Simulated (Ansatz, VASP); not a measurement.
# Cross-check of Ga6As6H13 (GaAs wire along [111], 24 atoms a period, H-terminated) between VASP and Ansatz

One calculation is typed for both programs; each brings its own data sets. How far apart do they land? Of the first pair: The structure shown is the start of the Ansatz relaxation below; VASP solves that cell, so the two are compared at the walk's first step.

Main program and level: Ansatz 0.2.0; plane waves, with VASP 6.6.1 beside it; single point at PBE.

## (1) The starting structure

The cell holds 50 atoms: 12 Ga, 12 As and 26 H. Its edges and angles: a = 15.479 Å, b = 16.793 Å, c = 9.959 Å, α = 90.0°, β = 90.0°, γ = 90.0°. Vacuum lies along a and b. The structure's axis is c.

## (2) Ansatz: relaxation, PBE

Ansatz runs on its default PAW (the set named soft_2) files.

The two programs are compared at the cell with which this relaxation starts, whose forces are those of its first step.

Input file input.yaml:

```yaml
crystal:
  lattice:
    - [15.479, 0.0, 0.0]
    - [0.0, 16.793, 0.0]
    - [0.0, 0.0, 9.9592921435]
  atoms:
    - { symbol: Ga, position: [0.302995323, 0.640636424, 0.0] }
    - { symbol: Ga, position: [0.434330163, 0.430957301, 0.0] }
    - { symbol: Ga, position: [0.565665004, 0.640636424, 0.0] }
    - { symbol: As, position: [0.302995323, 0.640636424, 0.25] }
    - { symbol: As, position: [0.434330163, 0.430957301, 0.25] }
    - { symbol: As, position: [0.565665004, 0.640636424, 0.25] }
    - { symbol: As, position: [0.696999844, 0.430957301, 0.25] }
    - { symbol: H, position: [0.565665004, 0.272358354, 0.280451396] }
    - { symbol: H, position: [0.780342734, 0.615096336, 0.280451396] }
    - { symbol: H, position: [0.221234892, 0.597125615, 0.30187785] }
    - { symbol: H, position: [0.302995323, 0.727658041, 0.30187785] }
    - { symbol: H, position: [0.352569733, 0.387446493, 0.30187785] }
    - { symbol: H, position: [0.565665004, 0.727658041, 0.30187785] }
    - { symbol: H, position: [0.778760274, 0.387446493, 0.30187785] }
    - { symbol: Ga, position: [0.434330163, 0.570743383, 0.333333333] }
    - { symbol: Ga, position: [0.565665004, 0.36106426, 0.333333333] }
    - { symbol: Ga, position: [0.696999844, 0.570743383, 0.333333333] }
    - { symbol: As, position: [0.434330163, 0.570743383, 0.583333333] }
    - { symbol: As, position: [0.565665004, 0.36106426, 0.583333333] }
    - { symbol: As, position: [0.696999844, 0.570743383, 0.583333333] }
    - { symbol: H, position: [0.219652432, 0.545203295, 0.613784729] }
    - { symbol: H, position: [0.302995323, 0.412144435, 0.613784729] }
    - { symbol: H, position: [0.350987273, 0.335524172, 0.613784729] }
    - { symbol: H, position: [0.350987273, 0.754882418, 0.613784729] }
    - { symbol: H, position: [0.434330163, 0.202465313, 0.613784729] }
    - { symbol: H, position: [0.517673053, 0.754882418, 0.613784729] }
    - { symbol: H, position: [0.613656954, 0.754882418, 0.613784729] }
    - { symbol: H, position: [0.780342734, 0.754882418, 0.613784729] }
    - { symbol: H, position: [0.647425434, 0.317553452, 0.635211184] }
    - { symbol: H, position: [0.778760274, 0.527232574, 0.635211184] }
    - { symbol: Ga, position: [0.302995323, 0.500850342, 0.666666667] }
    - { symbol: Ga, position: [0.434330163, 0.291171219, 0.666666667] }
    - { symbol: Ga, position: [0.434330163, 0.710529464, 0.666666667] }
    - { symbol: Ga, position: [0.565665004, 0.500850342, 0.666666667] }
    - { symbol: Ga, position: [0.696999844, 0.710529464, 0.666666667] }
    - { symbol: As, position: [0.302995323, 0.500850342, 0.916666667] }
    - { symbol: As, position: [0.434330163, 0.291171219, 0.916666667] }
    - { symbol: As, position: [0.434330163, 0.710529464, 0.916666667] }
    - { symbol: As, position: [0.565665004, 0.500850342, 0.916666667] }
    - { symbol: As, position: [0.696999844, 0.710529464, 0.916666667] }
    - { symbol: H, position: [0.219652432, 0.684989377, 0.947118062] }
    - { symbol: H, position: [0.696999844, 0.342251395, 0.947118062] }
    - { symbol: H, position: [0.780342734, 0.475310254, 0.947118062] }
    - { symbol: H, position: [0.221234892, 0.457339533, 0.968544517] }
    - { symbol: H, position: [0.352569733, 0.247660411, 0.968544517] }
    - { symbol: H, position: [0.434330163, 0.797551081, 0.968544517] }
    - { symbol: H, position: [0.516090593, 0.247660411, 0.968544517] }
    - { symbol: H, position: [0.696999844, 0.797551081, 0.968544517] }
    - { symbol: H, position: [0.778760274, 0.667018656, 0.968544517] }
    - { symbol: Ga, position: [0.696999844, 0.430957301, 0.0] }
kpoints:
  mp_grid: { grid: [1, 1, 9] }
scf:
  occupations: { method: fermi_dirac, width: 0.05 }
hamiltonian:
  xc: pbe
relax:
  cell: { fix: [a, b, alpha, beta, gamma] }
  max_steps: 45
  f_tol: 0.03
```

Command:

```sh
$ ansatz run input.yaml --threads 8 --pin off --max-ram 16384MiB --backend cpu --events-out ev --progress --plain --runs-dir out
```

Numbers of over 12 decimals in the logs are rounded to 6 here.

Output:

```text
Engine: ansatz 0.2.0, x86_64-unknown-linux-gnu
Pseudopotentials: kind: paw
Pseudopotential: Ga, paw, valence charge 13, recommended cutoff 420 eV (normal), Ga.paw.azcp
Pseudopotential: As, paw, valence charge 15, recommended cutoff 420 eV (normal), As.paw.azcp
Pseudopotential: H, paw, valence charge 1, recommended cutoff 420 eV (normal), H.paw.azcp
Functional definition: PBE
  parameter kappa = 0.804
  parameter beta = 0.066725
  exchange = pbe_x(kappa = kappa, mu = beta*pi^2/3)
  correlation = pbe_c(beta = beta)
Crystal: 50 atoms, lattice volume = 2588.807 Å³
Basis set: ecut = 420 eV, 50627 PW (Γ), exchange–correlation on 216×240×144 points (8 copies of the dense FFT grid, shifted against one another)
Bands: 231, of which v1, the nominal top of the filled ones, is band 181 counted from 1 (180 counted from 0)
Symmetry: 1 space group operations
Space group: P1 (ITA 1), of the structure as read, at distance tolerance 1.4e-4 Å
k-points: 5 of 9 (time reversal used)
Non-local potential: Ga, projectors of the file, l = 0: 2, l = 1: 2, l = 2: 3, l = 3: 1
Non-local potential: As, projectors of the file, l = 0: 2, l = 1: 2, l = 2: 3, l = 3: 1
Non-local potential: H, projectors of the file, l = 0: 2, l = 1: 1
PAW form: soft (Blöchl's): semilocal exchange-correlation on the pseudo side does not see the compensation charge
PAW one-centre angular grid: Ga, 590 points (default); XC on 64 Gauss nodes
PAW one-centre angular grid: As, 590 points (default); XC on 64 Gauss nodes
PAW one-centre angular grid: H, 110 points (default); XC on 64 Gauss nodes
Initial density: superposition of atomic densities (neutral atoms: chi_scale 0, normalization atom), corrected by the library's trained network
Initial wavefunctions: pseudopotential atomic-orbital guess
Functional: x = pbe(κ = 0.804, μ = 0.219515), c = pbe(β = 0.066725)
SCF iter   1: F=—  HF=-104080.256523 eV  |F-HF|=—  |Δ(HF+E_count)|=         —  Δρ=2.67e-3  dr2=6.35e-1  ethr=1.77e-3  ⟨swp⟩=6.2  Hψ=4613  notcnv=0  defer=102
preconditioner: auto → Resta (q_TF=auto, 1.966 Å⁻¹)  ε∞=1.7  [insulator: Δε(μ)=2.563 eV  Ē_g=13.720 eV  σ=0.050 eV  W_gap=1.00  n_scr=320 (ndim 8)  ℏωp=11.4 eV  f_vac=0.661  D(μ)=0.00/eV (n_scr^D=0)  ε∞_Penn≈1.7  vacuum switching on, ρ_ref=1.4e-2 e/Å³]
SCF iter   2: F=—  HF=-104080.059285 eV  |F-HF|=—  |Δ(HF+E_count)|=   1.97e-1  Δρ=9.49e-4  dr2=6.01e-2  ethr=1.75e-4  ⟨swp⟩=3.0  Hψ=1584  notcnv=0  defer=219
SCF iter   3: F=—  HF=-104080.053800 eV  |F-HF|=—  |Δ(HF+E_count)|=   5.49e-3  Δρ=4.58e-4  dr2=1.02e-2  ethr=1.66e-5  ⟨swp⟩=2.0  Hψ=1382  notcnv=0  defer=219
SCF iter   4: F=—  HF=-104080.055170 eV  |F-HF|=—  |Δ(HF+E_count)|=   1.37e-3  Δρ=2.01e-4  dr2=1.44e-3  ethr=2.83e-6  ⟨swp⟩=2.0  Hψ=1311  notcnv=0  defer=219
SCF iter   5: F=—  HF=-104080.055889 eV  |F-HF|=—  |Δ(HF+E_count)|=   7.19e-4  Δρ=6.36e-5  dr2=2.05e-4  ethr=3.98e-7  ⟨swp⟩=2.0  Hψ=1541  notcnv=0  defer=219
SCF iter   6: F=—  HF=-104080.055896 eV  |F-HF|=—  |Δ(HF+E_count)|=   6.89e-6  Δρ=2.12e-5  dr2=1.36e-5  ethr=5.66e-8  ⟨swp⟩=2.0  Hψ=1661  notcnv=0  defer=219
SCF iter   7: F=—  HF=-104080.056135 eV  |F-HF|=—  |Δ(HF+E_count)|=   2.39e-4  Δρ=7.27e-6  dr2=1.66e-6  ethr=3.75e-9  ⟨swp⟩=2.0  Hψ=2060  notcnv=0  defer=219
SCF iter   8: F=—  HF=-104080.056137 eV  |F-HF|=—  |Δ(HF+E_count)|=   1.95e-6  Δρ=2.88e-6  dr2=2.53e-7  ethr=4.60e-10  ⟨swp⟩=2.0  Hψ=1541  notcnv=0  defer=219
SCF iter   9: F=-104080.056137 eV  HF=-104080.056137 eV  |F-HF|=7.10e-9  |Δ(HF+E_count)|=   3.07e-7  Δρ=8.87e-7  dr2=2.64e-8  ethr=2.76e-11  ⟨swp⟩=4.0  Hψ=3590  notcnv=0
SCF 1 converged in 9 iterations: F = -104080.056137 eV  dr2 = 2.64e-8
  greatest PAW one-centre occupation: 0.999 electrons in one spin orbital (limit 2), on the As atom at site 39 (counted from 0), in its partial waves of l = 2
relax step   1: F+E_penalty+E_count = -104080.05613698 eV  Δ(F+E_penalty+E_count) = +0.000e0 eV  max|allowed force component| = 8.730e-1 eV/Å  Δτ_max = 0.0000 Å  P = -0.212 GPa  Ω = 2588.807 Å³  fix = [a, b, alpha, beta, gamma]  reactions: a -0.281, b -0.358 GPa; alpha -0.002, beta +0.004, gamma +0.070 GPa/rad  (9 SCF iters, dr2 threshold 1.00e-7 eV, accepted)
Crystal: 50 atoms, lattice volume = 2590.143 Å³
Basis set: ecut = 420 eV, 50655 PW (Γ), exchange–correlation on 216×240×144 points (8 copies of the dense FFT grid, shifted against one another)
Initial density: handed on by an earlier stage of this run
Initial wavefunctions: those handed on with the density
iter 1 solved again at ethr=2.64e-4 eV; its pass at ethr=3.10e-3 eV (dr2=9.55e-1 eV) is discarded
SCF iter   1: F=—  HF=-104081.951171 eV  |F-HF|=—  |Δ(HF+E_count)|=         —  Δρ=7.18e-3  dr2=9.67e-1  ethr=2.64e-4  ⟨swp⟩=6.8  Hψ=4822  notcnv=0
[...]
SCF converged after 5 iterations
Free energy (F): -104082.465224 eV
Harris-Foulkes:  -104082.465224 eV  (|F-HF|=5.82e-11)
Internal energy: -104082.465224 eV  (E = F + TS)
E sigma→0 (E₀):  -104082.465224 eV
Fermi energy:    -1.278800 eV
--- Per-component energies (eV) ---
  E_band       = -7262.400900
  E_kinetic    = 2953.301857
  E_local      = -182388.114726  (includes V_loc(G=0)·N_el)
  E_nonlocal   = -2910.746330
  E_hartree    = 89589.456478
  E_xc         = -1996.336756
  E_vxc        = -1925.156505  (∫ρ·V_xc dr)
  E_paw        = -45904.426845  (= ΣΔE_a)
  E_vpaw       = -2170.567227  (= ΣTr[D̂ρ^β])
  E_aug_tail   = -0.031813  (compensation charges beyond the density's cutoff)
  E_ewald      = 36574.432911
  E_smearing   = -0.000000  (= −TS)
  E_closure    = 0.000000  (closes the sum)
  Σ components = -104082.465224   (vs F -104082.465224, Δ=0.00e0)
--- Forces (eV/Å), atoms counted from 1 ---
  atom   1  Ga    -0.00582489     0.00343324     0.00648024
  atom   2  Ga     0.00287350     0.00263134     0.00224107
  atom   3  Ga    -0.00075684    -0.00363193     0.00216411
  atom   4  As     0.00324671    -0.00183807    -0.00372455
  atom   5  As    -0.00533669     0.00217786    -0.00127295
  atom   6  As    -0.00453430     0.00348408    -0.00114087
  atom   7  As     0.00354868    -0.00208590     0.00343936
  atom   8  H      0.00100313    -0.00097188    -0.00004634
  atom   9  H      0.00125046    -0.00053919     0.00004844
  atom  10  H      0.00168318     0.00054322    -0.00047530
  atom  11  H      0.00042713    -0.00169385    -0.00046707
  atom  12  H     -0.00006621    -0.00139489    -0.00044204
  atom  13  H      0.00122688     0.00076568    -0.00045686
  atom  14  H      0.00229267    -0.00135024    -0.00077162
  atom  15  Ga     0.00026049    -0.00015794    -0.00400202
  atom  16  Ga     0.00142890     0.00081391     0.00173246
  atom  17  Ga     0.00020154    -0.00160988     0.00178765
  atom  18  As    -0.00058623     0.00032240     0.00219511
  atom  19  As    -0.00604555     0.00631254    -0.00628529
  atom  20  As    -0.00821405     0.00180912    -0.00623656
  atom  21  H     -0.00884642     0.00481236    -0.00303403
  atom  22  H      0.00088056    -0.01145128    -0.00201971
  atom  23  H      0.00452401    -0.00173549     0.00080114
  atom  24  H     -0.00847585     0.00525357    -0.00295425
[...]
atom  43  H      0.00022727     0.00049837    -0.00010998
  atom  44  H     -0.00089921    -0.00057314     0.00051105
  atom  45  H      0.01508574     0.01057635    -0.00689269
  atom  46  H      0.00012096     0.00105881     0.00055064
  atom  47  H     -0.01213677     0.00552847    -0.01120029
  atom  48  H     -0.00148053    -0.01779916    -0.00666183
  atom  49  H     -0.01061362     0.00752956    -0.01096386
  atom  50  Ga    -0.00286998     0.00164201     0.00070245
  max |Σ_I F_I| component: 2.34e-6 eV/Å
--- Stress (GPa, compression-positive) ---
       -0.001565       0.000209      -0.001254
        0.000209       0.000543       0.000903
       -0.001254       0.000903      -0.002828
  P = ⅓ Tr σ = -0.0013 GPa (-0.013 kbar)
--- Relaxed structure (16 steps of the walk, 15 accepted, 1 SCFs on fresh bases) ---
  F+E_penalty+E_count = -104082.46522428 eV   max|allowed force component| = 1.940e-2 eV/Å   (the final SCF, on the basis selected at the relaxed cell)
  cell:  # Å, volume = 2581.9837 Å³
    - [15.479, 0, 0]
    - [0, 16.793, 0]
    - [0, 0, 9.933043]
  atoms:
    - { symbol: Ga, position: [0.288634, 0.648569, -0.014793] }
    - { symbol: Ga, position: [0.427107, 0.440941, -0.00239587] }
    - { symbol: Ga, position: [0.553086, 0.641473, -0.00241451] }
    - { symbol: As, position: [0.304710, 0.639943, 0.237087] }
    - { symbol: As, position: [0.435779, 0.437658, 0.247775] }
    - { symbol: As, position: [0.560361, 0.636069, 0.247774] }
    - { symbol: As, position: [0.681929, 0.438708, 0.239582] }
    - { symbol: H, position: [0.558203, 0.271134, 0.278313] }
    - { symbol: H, position: [0.777999, 0.620978, 0.278182] }
    - { symbol: H, position: [0.222850, 0.605418, 0.298076] }
    - { symbol: H, position: [0.296392, 0.722565, 0.298082] }
    - { symbol: H, position: [0.353609, 0.397197, 0.296989] }
    - { symbol: H, position: [0.557553, 0.721867, 0.297140] }
    - { symbol: H, position: [0.761177, 0.396405, 0.295872] }
    - { symbol: Ga, position: [0.430637, 0.572834, 0.348344] }
    - { symbol: Ga, position: [0.562137, 0.358574, 0.333083] }
    - { symbol: Ga, position: [0.697658, 0.574389, 0.333077] }
    - { symbol: As, position: [0.420352, 0.578241, 0.592833] }
    - { symbol: As, position: [0.555271, 0.368451, 0.581970] }
    - { symbol: As, position: [0.684947, 0.575175, 0.581952] }
    - { symbol: H, position: [0.205925, 0.547367, 0.606760] }
    - { symbol: H, position: [0.303891, 0.409648, 0.613364] }
    - { symbol: H, position: [0.375906, 0.258236, 0.598970] }
    - { symbol: H, position: [0.341727, 0.764629, 0.607348] }
    - { symbol: H, position: [0.525316, 0.181503, 0.688063] }
    - { symbol: H, position: [0.520169, 0.755697, 0.612673] }
    - { symbol: H, position: [0.698138, 0.773438, 0.598674] }
    - { symbol: H, position: [0.845497, 0.692948, 0.687002] }
    - { symbol: H, position: [0.647166, 0.344773, 0.619216] }
    - { symbol: H, position: [0.753102, 0.513673, 0.619454] }
    - { symbol: Ga, position: [0.287637, 0.498998, 0.649843] }
    - { symbol: Ga, position: [0.465408, 0.255516, 0.670508] }
    - { symbol: Ga, position: [0.428299, 0.723827, 0.649840] }
    - { symbol: Ga, position: [0.551517, 0.508396, 0.666653] }
    - { symbol: Ga, position: [0.745970, 0.703611, 0.670025] }
    - { symbol: As, position: [0.299959, 0.509955, 0.903879] }
    - { symbol: As, position: [0.432306, 0.301521, 0.910490] }
    - { symbol: As, position: [0.424689, 0.708537, 0.903895] }
    - { symbol: As, position: [0.560925, 0.503394, 0.916556] }
    - { symbol: As, position: [0.686669, 0.706914, 0.910340] }
    - { symbol: H, position: [0.203896, 0.693846, 0.947875] }
    - { symbol: H, position: [0.684571, 0.341988, 0.943624] }
    - { symbol: H, position: [0.774349, 0.484503, 0.943601] }
    - { symbol: H, position: [0.223385, 0.467592, 0.968674] }
    - { symbol: H, position: [0.350679, 0.261066, 0.961739] }
    - { symbol: H, position: [0.426331, 0.790880, 0.968564] }
    - { symbol: H, position: [0.493988, 0.261560, 1.008495] }
    - { symbol: H, position: [0.683995, 0.792250, 0.961792] }
    - { symbol: H, position: [0.755124, 0.677487, 1.008072] }
    - { symbol: Ga, position: [0.696713, 0.430773, -0.012235] }
```

The column dr2 measures how far the density is from self-consistency, as an energy; F and HF (Harris–Foulkes) agree once it is small.

(Continued in part 2 of 3.)

[Lines on the potential files, build, host, timing and source positions are cut from VASP's logs without a mark.]

[Logs are printed without paths, hosts, clocks, repeated set-up lines and the standing remarks that a program may print on its own settings, such as how far it seeks lower states.]

[Hosts, paths, dates, database ids (printed as entryN), source tags and the programs' standing remarks are cut or masked in the printed files.]
